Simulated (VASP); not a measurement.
Hf (hcp) relaxed at rising pressure, in one space group throughout; other phases were not tried. The pressures are those reached. Level of theory: PBE GGA, VASP's PBE PAW potentials (set 64) (plane waves; VASP 6.6.1).

```csv
P (GPa),V (Å³/atom),k-mesh
0.04,22.443,13×13×7
5.02,21.513,13×13×7
9.98,20.718,13×13×8
19.86,19.463,14×14×8
30.05,18.404,14×14×8
```

A change of mesh leaves a small step in the series.

Question: Fit an equation of state and predict the volume at 45.00 GPa.

Answer: Least squares on the third-order Birch-Murnaghan form, P = (3B0/2)(y⁷ − y⁵)[1 + (3/4)(B′ − 4)(y² − 1)] with y = (V0/V)^(1/3), gives V0 = 22.447 Å³/atom, B0 = 110 GPa and B′ = 3.3, and so 17.183 Å³/atom. The run gave 17.169 Å³/atom, -0.1 % from the fit.

Pressures at which the relaxation failed are left out.

The compound is Hf in the hcp structure.
